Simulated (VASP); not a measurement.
The system is C.

```xyz
4
Lattice="2.4673 0.0000 0.0000 -1.2336 2.1367 0.0000 0.0000 0.0000 7.8031" Properties=species:S:1:pos:R:3 pbc="T T T"
C     0.0000    0.0000    1.9508
C     0.0000    0.0000    5.8523
C     0.0000    1.4245    1.9508
C     1.2336    0.7122    5.8523
```

```yaml
Program: VASP 6.6.1
Task: relaxation of cell and atoms
Functional: LDA
Potentials_or_basis: VASP PAW LDA potentials, release 64 (C)
Cutoff: 600 eV
k_mesh: 21 × 21 × 6
Occupations: gaussian, width 0.1 eV
Spin: no spin polarisation
```

At the start: pressure -6.6 GPa; volume 10.28 Å³/atom.

Q: Where does the relaxation end?

A: Over 21 steps the energy falls by 18.9 meV/atom and the volume is 8.52 Å³/atom (-17.2 %); space group P6_3/mmc (No. 194, to 0.05 Å).

Step by step:
| step | energy change (eV) | largest force (eV/Å) | pressure (GPa) | volume (Å³) |
| --- | --- | --- | --- | --- |
| 1 | 0.0000 | 0.0000 | -6.59 | 41.14 |
| 2 | 0.0930 | 0.0000 | 15.55 | 38.66 |
| 3 | -0.0206 | 0.0000 | -0.60 | 40.39 |
| 4 | -0.0206 | 0.0000 | -0.47 | 40.37 |
| 5 | -0.0225 | 0.0000 | -0.48 | 40.19 |
| 6 | -0.0284 | 0.0000 | -0.48 | 39.65 |
| 7 | -0.0405 | 0.0000 | -0.48 | 38.56 |
| 8 | -0.0634 | 0.0000 | -0.35 | 36.39 |
| 9 | -0.0577 | 0.0000 | 1.10 | 32.06 |
| 10 | -0.0739 | 0.0000 | -0.10 | 34.91 |
| 11 | -0.0755 | 0.0000 | 0.20 | 33.85 |
| 12 | -0.0757 | 0.0000 | 0.18 | 34.14 |
| 13 | -0.0756 | 0.0000 | 0.04 | 34.33 |
| 14 | -0.0735 | 0.0000 | -2.41 | 34.51 |
| 15 | -0.0756 | 0.0000 | -0.08 | 34.34 |
| 16 | -0.0757 | 0.0000 | 0.12 | 34.22 |
| 17 | -0.0757 | 0.0000 | 0.31 | 34.12 |
| 18 | -0.0757 | 0.0000 | 0.30 | 34.11 |
| 19 | -0.0757 | 0.0000 | 0.26 | 34.11 |
| 20 | -0.0757 | 0.0000 | 0.20 | 34.09 |
| 21 | -0.0757 | 0.0000 | 0.06 | 34.07 |

Final structure:
```xyz
4
Lattice="2.4457 0.0000 0.0000 -1.2228 2.1180 0.0000 0.0000 0.0000 6.5768" Properties=species:S:1:pos:R:3 pbc="T T T"
C     0.0000    0.0000    1.6442
C     0.0000    0.0000    4.9326
C     0.0000    1.4120    1.6442
C     1.2228    0.7060    4.9326
```

Caveat: the volume moved by over 15 % at a fixed basis, so the end points are rough.
